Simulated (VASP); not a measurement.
Computed with PBE GGA, VASP's PBE PAW potentials (set 64) (plane waves; VASP).

VASP ran on this input.

KPOINTS:
```
Automatic mesh
0
Gamma
1 1 1
0 0 0
```

File POSCAR:
```
SiRu
1
    4.7086000000     0.0000000000     0.0000000000
    0.0000000000     4.7086000000     0.0000000000
    0.0000000000     0.0000000000     4.7086000000
Si Ru
4 4
Direct
  0.1624200000   0.3375800000   0.6624200000
  0.3375800000   0.6624200000   0.1624200000
  0.6624200000   0.1624200000   0.3375800000
  0.8375800000   0.8375800000   0.8375800000
  0.8705900000   0.6294100000   0.3705900000
  0.6294100000   0.3705900000   0.8705900000
  0.3705900000   0.8705900000   0.6294100000
  0.1294100000   0.1294100000   0.1294100000
```

**INCAR**
```
! general
SYSTEM =SiRu
PREC   =Accurate
ENCUT  =300
LREAL  =.FALSE.
LASPH  =.TRUE.

! electronic loop
EDIFF  =1E-6
NELM   =100
ALGO   =Normal
LMAXMIX=4

! smearing
ISMEAR =0
SIGMA  =0.02

! functional
GGA    =PE

! ions
ISIF   =2

! output
LWAVE  =.FALSE.
LCHARG =.FALSE.
```

POTCAR, in this order: Si Ru_pv (PBE.64 set). Program: vasp_std.

At this cut-off the stress carries a Pulay error, which pulls relaxed volumes low.

Problem. Estimate the energy per atom (σ→0), pressure, largest force.

Solution. 
```yaml
energy per atom (σ→0): -7.446 eV/atom
pressure: 10.15 GPa
largest_force: 0.711 eV/Å
```

File OSZICAR:
```
...
DAV:   8    -0.595748316861E+02    0.14860E+00   -0.57389E-01   100   0.440E+00    0.107E+00
DAV:   9    -0.595724878956E+02    0.23438E-02   -0.30374E-02   102   0.839E-01    0.783E-01
DAV:  10    -0.595716057113E+02    0.88218E-03   -0.28857E-03   100   0.322E-01    0.166E-01
DAV:  11    -0.595716241243E+02   -0.18413E-04   -0.18198E-04   105   0.726E-02    0.522E-02
DAV:  12    -0.595716194249E+02    0.46994E-05   -0.16439E-05    92   0.227E-02    0.153E-02
DAV:  13    -0.595716175473E+02    0.18775E-05   -0.14376E-06    52   0.683E-03    0.397E-03
DAV:  14    -0.595716172758E+02    0.27150E-06   -0.35106E-07    43   0.311E-03
   1 F= -.59571617E+02 E0= -.59571617E+02  d E =-.661365E-12
```

The structure comes from a computed database's SiRu entry; how it stands against other phases isn't given here. The cell was not relaxed at this level. The k-mesh is coarse (spacing up to 1.33 per Å, 2π included), so the numbers may not be converged in it. The run is one of a series of settings (KPOINTS 1×1×1 Γ-centred mesh against the base run), some of them coarse on purpose.
